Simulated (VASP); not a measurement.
**GeTe3Pb: single point with PBE**

GeTe3Pb:

```
Pb Ge Te
1.0
     5.42389    0.00000    0.00000
     0.00000    5.42389    0.00000
     0.00000    0.00000    5.42389
Pb Ge Te
1 1 3
Cartesian
  0.0000 0.0000 0.0000
  2.7119 2.7119 2.7119
  2.7119 2.7119 0.0000
  2.7119 0.0000 2.7119
  0.0000 2.7119 2.7119
```

The cell comes from a database or a generator and needn't be the stable form of this composition.

| Item | Value |
| --- | --- |
| Program | VASP 6.6.1 |
| Task | single point |
| Functional | PBE |
| Potentials or basis | VASP PAW PBE potentials, release 64 (Pb_d, Ge_d, Te) |
| Cutoff | 520 eV |
| k mesh | 4 × 4 × 4 |
| Occupations | gaussian, width 0.05 eV |
| Spin | no spin polarisation |
| Dipole correction | no |
| Further INCAR settings | ALGO = Normal; EDIFF = 1e-06; NBANDS = 31 |

```
Pressure               : 1.2 GPa
Band gap on the k mesh : none (metal or under the smearing width)
```

Levels at points of the mesh, in eV from the Fermi level:
```
           k point  band 19  band 20  band 21  band 22  band 23  band 24  band 25  band 26  band 27  band 28
(0.00, 0.00, 0.00)    -1.17    -1.17    -1.17    -0.71    -0.71    -0.71     2.98     2.98     2.98     4.17
(0.50, 0.00, 0.00)    -2.11    -1.48    -1.28    -0.54    -0.54    -0.11     1.37     1.92     1.92     2.07
(0.50, 0.50, 0.00)    -2.25    -1.59    -1.59    -0.54     0.47     0.83     0.91     0.91     1.40     3.21
(0.50, 0.50, 0.50)    -0.50    -0.50     0.85     0.85     0.85     1.22     1.22     1.22     2.36     2.94
```

It took 22 s on 1 thread of Intel(R) Xeon(R) 6975P-C (Granite Rapids), with other jobs on the host, peak memory 0.26 GiB.

The run has no spin-orbit coupling, so splittings on Pb, Te are missing.
